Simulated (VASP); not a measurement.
Crystal: Al3Si2F.

```
Al Si F
1.0
     4.64282    0.00000    0.00000
     0.00000    4.64282    0.00000
     0.00000    0.00000    5.03396
Al Si F
3 2 1
Cartesian
  2.3214 0.0000 4.6722
  0.0000 2.3214 4.6722
  2.3214 2.3214 0.6142
  2.3214 0.0000 2.5779
  0.0000 2.3214 2.5779
  0.0000 0.0000 4.8056
```

The cell was built by a generator and needn't be a form met in nature.

| Quantity | Value |
| --- | --- |
| Program | VASP 6.6.1 |
| Task | relaxation of cell and atoms |
| Functional | PBE |
| Potentials or basis | VASP PAW PBE potentials, release 64 (Al, Si, F) |
| Cutoff | 520 eV |
| k mesh | 3 × 3 × 3 |
| Occupations | gaussian, width 0.15 eV |
| Spin | no spin polarisation |

At the start: pressure 6.3 GPa; volume 18.09 Å³/atom.

How do energy, volume and symmetry change on relaxing?

Over 21 steps the energy falls by 496.2 meV/atom and the volume is 17.20 Å³/atom (-4.9 %); space group P4mm (No. 99, to 0.05 Å).

Step by step:
```tsv
step	energy change (eV)	largest force (eV/Å)	pressure (GPa)	volume (Å³)
1	0.0000	6.0711	6.25	108.51
2	-1.5571	2.3876	-4.30	118.94
3	-1.8755	2.4048	-4.32	114.31
4	-1.8765	2.4046	-4.08	114.19
5	-1.8769	2.4055	-4.10	113.98
6	-2.3106	2.0964	-1.64	107.58
7	-2.5152	1.1774	5.29	97.07
8	-2.5461	1.3047	2.94	100.01
9	-2.7659	0.3622	0.68	101.72
10	-2.7887	0.3821	0.48	102.48
11	-2.9138	0.3171	-0.45	103.69
12	-2.8133	0.2834	-1.93	106.25
13	-2.9542	0.2826	-1.44	104.69
14	-2.9546	0.2827	-1.34	104.56
15	-2.9720	0.1281	0.64	101.83
16	-2.9723	0.1518	0.35	102.20
17	-2.9762	0.0951	0.12	102.54
18	-2.9764	0.1056	0.10	102.50
19	-2.9764	0.0986	0.11	102.49
20	-2.9773	0.0841	0.00	102.78
21	-2.9774	0.0733	-0.24	103.18
```

Final structure:
```xyz
6
Lattice="4.2817 0.0000 0.0000 0.0000 4.2817 0.0000 0.0000 0.0000 5.6281" Properties=species:S:1:pos:R:3 pbc="T T T"
Al    2.1408    0.0000    5.1992
Al    0.0000    2.1408    5.1992
Al    2.1408    2.1408    1.2205
Si    2.1408    4.2817    2.6390
Si    0.0000    2.1408    2.6390
F     0.0000    0.0000    5.3742
```

Caveat: the k mesh is coarse (spacing up to 0.45 Å⁻¹), so the values aren't converged.
